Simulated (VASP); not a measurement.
# NbB2 (P6/mmm) in VASP: a series of runs

The runs below take NbB2 through relaxation of cell and atoms, vibrations by finite differences, with LDA.

Everything below comes from runs of VASP 6.6.1. Logs are shortened: lines on timing, memory, paths and dates and some standing lists are left out, and cuts for length are marked.

**1. The crystal as given**

Symmetry: P6/mmm, No. 191, hexagonal system. Conventional cell: a = 3.086 Å, b = 3.086 Å, c = 3.306 Å, α = 90.00°, β = 90.00°, γ = 120.00°. Nb (site symmetry 6/mmm) has 12 B at 2.43 Å as nearest neighbours. B (site symmetry -6m2) is surrounded by 3 B at 1.78 Å.

**2. Relaxation of cell and atoms, LDA**

INCAR

```
SYSTEM = NbB2
PREC = Accurate ; ENCUT = 350
EDIFF = 1E-7 ; ISMEAR = 0
SIGMA = 0.1 ; LREAL = .FALSE.
LASPH = .TRUE. ; NELM = 80
ALGO = Normal ; ISIF = 3
LWAVE = .FALSE. ; LCHARG = .FALSE.
GGA = CA ; IBRION = 2
NSW = 80 ; EDIFFG = -0.002
KPAR = 4
```

KPOINTS

```
regular mesh
0
G
  9 9 6
  0 0 0
```

POSCAR

```
NbB2
1.0
    3.0860000000      0.0000000000      0.0000000000
   -1.5430000000      2.6725544000      0.0000000000
    0.0000000000      0.0000000000      3.3060000000
Nb B
1 2
Direct
    0.0000000000      0.0000000000      0.0000000000
    0.3333333300      0.6666666700      0.5000000000
    0.6666666700      0.3333333300      0.5000000000
```

Potentials or basis: VASP PAW LDA potentials, release 64 (Nb_sv, B).

Launch:

```console
cat potpaw_LDA.64/Nb_sv/POTCAR potpaw_LDA.64/B/POTCAR > POTCAR
mpirun -np 4 vasp_std > vasp.out
```

OUTCAR:

```text
SYSTEM = NbB2
   PREC = Accurate
   ENCUT = 350
   EDIFF = 1E-7
   ISMEAR = 0
   LREAL = .FALSE.
   LASPH = .TRUE.
   NELM = 80
   ISIF = 3
   GGA = CA
   IBRION = 2
   NSW = 80
   EDIFFG = -0.002

 ion  position               nearest neighbor table
   1  0.000  0.000  0.000-   2 2.43   3 2.43   2 2.43   3 2.43   3 2.43   3 2.43   2 2.43   2 2.43
                             3 2.43   3 2.43   2 2.43   2 2.43
   2  0.333  0.667  0.500-   3 1.78   3 1.78   3 1.78   1 2.43   1 2.43   1 2.43   1 2.43   1 2.43
                             1 2.43
   3  0.667  0.333  0.500-   2 1.78   2 1.78   2 1.78   1 2.43   1 2.43   1 2.43   1 2.43   1 2.43
                             1 2.43

  LATTYP: Found a hexagonal cell.
 ALAT       =     3.0860000000
 C/A-ratio  =     1.0712896954

  Lattice vectors:

 A1 = (   3.0860000000,   0.0000000000,   0.0000000000)
 A2 = (  -1.5430000000,   2.6725544000,   0.0000000000)
 A3 = (   0.0000000000,   0.0000000000,   3.3060000000)

Analysis of symmetry for initial positions (statically):
=====================================================================
 Subroutine PRICEL returns:
 Original cell was already a primitive cell.

 Routine SETGRP: Setting up the symmetry group for a
 hexagonal supercell.

 Subroutine GETGRP returns: Found 24 space group operations
 (whereof 24 operations were pure point group operations)
 out of a pool of 24 trial point group operations.

The static configuration has the point symmetry D_6h.

Analysis of symmetry for dynamics (positions and initial velocities):
=====================================================================
 Subroutine PRICEL returns:
 Original cell was already a primitive cell.

 Routine SETGRP: Setting up the symmetry group for a
 hexagonal supercell.

 Subroutine GETGRP returns: Found 24 space group operations
 (whereof 24 operations were pure point group operations)
 out of a pool of 24 trial point group operations.

The dynamic configuration has the point symmetry D_6h.

 Subroutine INISYM returns: Found 24 space group operations
 (whereof 24 operations are pure point group operations),
 and found     1 'primitive' translations

----------------------------------------------------------------------------------------

                                     Primitive cell

  volume of cell :      27.2662

  direct lattice vectors                    reciprocal lattice vectors
     3.086000000  0.000000000  0.000000000     0.324044070  0.187086931  0.000000000
    -1.543000000  2.672554400  0.000000000     0.000000000  0.374173862  0.000000000
     0.000000000  0.000000000  3.306000000     0.000000000  0.000000000  0.302480339

  length of vectors
     3.086000000  3.086000003  3.306000000     0.374173862  0.374173862  0.302480339

  position of ions in fractional coordinates (direct lattice)
     0.000000000  0.000000000  0.000000000
     0.333333330  0.666666670  0.500000000
     0.666666670  0.333333330  0.500000000

  ion indices of the primitive-cell ions
   primitive index   ion index
                 1           1
                 2           2
                 3           3

----------------------------------------------------------------------------------------

 KPOINTS: regular mesh

Automatic generation of k-mesh.
 Grid dimensions read from file:
 generate k-points for:    9    9    6

 Generating k-lattice:

  Cartesian coordinates                     Fractional coordinates (reciprocal lattice)
     0.036004897  0.020787437  0.000000000     0.111111111  0.000000000  0.000000000
     0.000000000  0.041574874  0.000000000     0.000000000  0.111111111  0.000000000
     0.000000000  0.000000000  0.050413390     0.000000000  0.000000000  0.166666667

  Length of vectors
     0.041574874  0.041574874  0.050413390

  Shift w.r.t. Gamma in fractional coordinates (k-lattice)
     0.000000000  0.000000000  0.000000000

 Subroutine IBZKPT returns following result:
 ===========================================

 Found     48 irreducible k-points:

 Following reciprocal coordinates:
            Coordinates               Weight
  0.000000  0.000000  0.000000      1.000000
  0.111111  0.000000  0.000000      6.000000
  0.222222  0.000000  0.000000      6.000000
  0.333333  0.000000  0.000000      6.000000
  0.444444  0.000000  0.000000      6.000000
  0.111111  0.111111  0.000000      6.000000
[... 16 lines left out ...]
  0.333333  0.222222  0.166667     24.000000
  0.333333  0.333333  0.166667      4.000000
 [... further k-points ...]
   k-points           NKPTS =     48   k-points in BZ     NKDIM =     48   number of bands    NBANDS=     13
   number of dos      NEDOS =    301   number of ions     NIONS =      3
   total plane-waves  NPLWV =   8000
   dimension x,y,z NGX =    20 NGY =   20 NGZ =   20
   dimension x,y,z NGXF=    40 NGYF=   40 NGZF=   40
   ions per type =               1   2
   NGX,Y,Z   is equivalent  to a cutoff of  10.77, 10.77, 10.06 a.u.
   NGXF,Y,Z  is equivalent  to a cutoff of  21.55, 21.55, 20.11 a.u.
 SYSTEM =  NbB2
   PREC   = accura    normal or accurate (medium, high low for compatibility)
   ISTART =      0    job   : 0-new  1-cont  2-samecut
   ICHARG =      2    charge: 1-file 2-atom 10-const
   ISPIN  =      1    spin polarized calculation?
   LNONCOLLINEAR =      F non collinear calculations
   LSORBIT =      F    spin-orbit coupling
   LASPH  =      T    aspherical Exc in radial PAW
   ENCUT  =  350.0 eV  25.72 Ry    5.07 a.u.   4.71  4.71  5.04*2*pi/ulx,y,z
   NELM   =     80;   NELMIN=  2; NELMDL= -5     # of ELM steps
   EDIFF  = 0.1E-06   stopping-criterion for ELM
   LREAL  =      F    real-space projection
   EDIFFG = -.2E-02   stopping-criterion for IOM
   NSW    =     80    number of steps for IOM
   IBRION =      2    ionic relax: 0-MD 1-quasi-New 2-CG
   NFREE  =      1    steps in history (QN), initial steepest desc. (CG)
   ISIF   =      3    stress and relaxation
   ISYM   =      2    0-nonsym 1-usesym 2-fastsym
   POTIM  = 0.5000    time-step for ionic-motion
   TEBEG  =    0.0;   TEEND  =   0.0 temperature during run
   PSTRESS=    0.0 pullay stress
   NELECT =      19.0000    total number of electrons
   NUPDOWN=      -1.0000    fix difference up-down
   EMIN   =  10.00;   EMAX   =-10.00  energy-range for DOS
   EFERMI =   0.00;   METHOD = LEGACY
   ISMEAR =     0;   SIGMA  =   0.10  broadening in eV -4-tet -1-fermi 0-gaus
   EFERMI_NEDOS =   21; number of points for ismear=-14 and -15
   IALGO  =     38    algorithm
   IMIX   =      4    mixing-type and parameters
     AMIX     =   0.40;   BMIX     =  1.00
     AMIX_MAG =   1.60;   BMIX_MAG =  1.00
  volume/ion in A,a.u.               =       9.09        61.33
  Fermi-wavevector in a.u.,A,eV,Ry     =   1.451390  2.742730 28.661138  2.106534
  Thomas-Fermi vector in A             =   2.568893
   LORBIT       =      0    0 simple, 1 ext, 2 COOP (PROOUT), +10 PAW based schemes
   GGA     = CA    functional components
   LHFCALC =     F    Hartree Fock is set to
   AEXX    =    0.0000 exact exchange contribution
   IVDW    =     0    specifies the selected vdW correction
   LEPSILON=     F    determine dielectric tensor
   LRPA    =     F    only Hartree local field effects (RPA)
 conjugate gradient relaxation of ions
 non-spin polarized calculation
 Gauss-broadening in eV      SIGMA  =   0.10
  energy-cutoff  :      350.00
  volume of cell :       27.27
 maximum number of plane-waves:       418
 NGX is ok and might be reduce to    20
   NGX =  9   NGY =  9   NGZ = 11

--------------------------------------- Ionic step        1  -------------------------------------------

 number of electron      18.9999998 magnetization

 Free energy of the ion-electron system (eV)
  ---------------------------------------------------
  ext. energy  EPLUGINS =         0.00000000
  ---------------------------------------------------
  free energy    TOTEN  =       -28.52169517 eV

  energy without entropy =      -28.51413515  energy(sigma->0) =      -28.51791516

------------------------ aborting loop because EDIFF is reached ----------------------------------------

  FORCE on cell =-STRESS in cart. coord.  units (eV):
  Direction    XX          YY          ZZ          XY          YZ          ZX
  --------------------------------------------------------------------------------------
  -------------------------------------------------------------------------------------
  Total       -0.8606163     -0.8606163     -0.9733568     -0.0000000      0.0000000     -0.0000000
  in kB      -50.5702197    -50.5702198    -57.1949035     -0.0000000      0.0000000     -0.0000000
  external PRESSURE =     -52.7784477 kB  Pullay stress =       0.0000000 kB
[... 281 lines left out ...]
  energy  without entropy=      -28.5217202844  energy(sigma->0) =      -28.52572551

--------------------------------------- Ionic step        9  -------------------------------------------

 number of electron      19.0000001 magnetization

 Free energy of the ion-electron system (eV)
  ---------------------------------------------------
  ext. energy  EPLUGINS =         0.00000000
  ---------------------------------------------------
  free energy    TOTEN  =       -28.52973412 eV

  energy without entropy =      -28.52172340  energy(sigma->0) =      -28.52572876

 E-fermi :  12.9176     XC(G=0): -13.3736

 val. band max:       12.9150808752   @ k =   0.2222   0.0000   0.1667
 cond. band min:      12.9638664189   @ k =   0.0000   0.0000   0.1667
 fundamental gap:      0.0487855437
 Fermi energy:        12.9175795185

 k-point     1 :       0.0000    0.0000    0.0000
  band No.  band energies     occupation
      1     -42.4310      2.00000
      2     -18.8012      2.00000
      3     -18.3204      2.00000
      4     -18.3204      2.00000
      5      -1.3777      2.00000
      6       8.4814      2.00000
      7       8.4814      2.00000
      8       8.5415      2.00000
      9       9.8117      2.00000
     10      14.2759      0.00000
     11      14.2759      0.00000
     12      16.1894      0.00000
     13      16.1894      0.00000
[... 353 lines left out ...]
 k-point    24 :       0.3333    0.3333    0.1667
  band No.  band energies     occupation
      1     -42.3086      2.00000
      2     -18.8864      2.00000
      3     -18.8864      2.00000
      4     -18.7294      2.00000
      5       3.5260      2.00000
      6       3.5260      2.00000
      7       4.8351      2.00000
      8       8.8378      2.00000
      9       8.8378      2.00000
     10      14.0938      0.00000
     11      14.0938      0.00000
     12      14.2955      0.00000
     13      19.8587      0.00000

 [... further k-points ...]

------------------------ aborting loop because EDIFF is reached ----------------------------------------

  FORCE on cell =-STRESS in cart. coord.  units (eV):
  Direction    XX          YY          ZZ          XY          YZ          ZX
  --------------------------------------------------------------------------------------
  -------------------------------------------------------------------------------------
  Total       -0.0009506     -0.0009506     -0.0001601     -0.0000000      0.0000000      0.0000000
  in kB       -0.0568397     -0.0568397     -0.0095701     -0.0000000      0.0000000      0.0000000
  external PRESSURE =      -0.0410832 kB  Pullay stress =       0.0000000 kB
[... 18 lines left out ...]
  FREE ENERGIE OF THE ION-ELECTRON SYSTEM (eV)
  ---------------------------------------------------
  free  energy   TOTEN  =       -28.5297341197 eV

  energy  without entropy=      -28.5217233969  energy(sigma->0) =      -28.52572876

 reached required accuracy - stopping structural energy minimisation
```

Wall time 16 s (4 MPI ranks of AMD EPYC 7R13 (Zen 3), shared host); peak memory 0.11 GiB.

These settings aren't checked as converged: the numbers below hold their error.

Results:

```yaml
Free_energy: -28.5297 eV
Relaxed_volume: 8.93 Å³/atom
Relaxed_cell: a = 3.074 Å, b = 3.074 Å, c = 3.275 Å, α = 90.00°, β = 90.00°, γ = 120.00°
Space_group_after_relaxing_to_0.05_Å: P6/mmm (No. 191)
Energy_gained_by_relaxing: 2.7 meV/atom
Ionic_steps: 9
Band_gap_on_the_k_mesh: none (metal or under the smearing width)
```

Caveat: the cutoff is under 1.25 times the usual one of these potentials, so pressure, stress and relaxed cells hold a basis-set (Pulay) error.

(Part 1 of 2 ends here.)
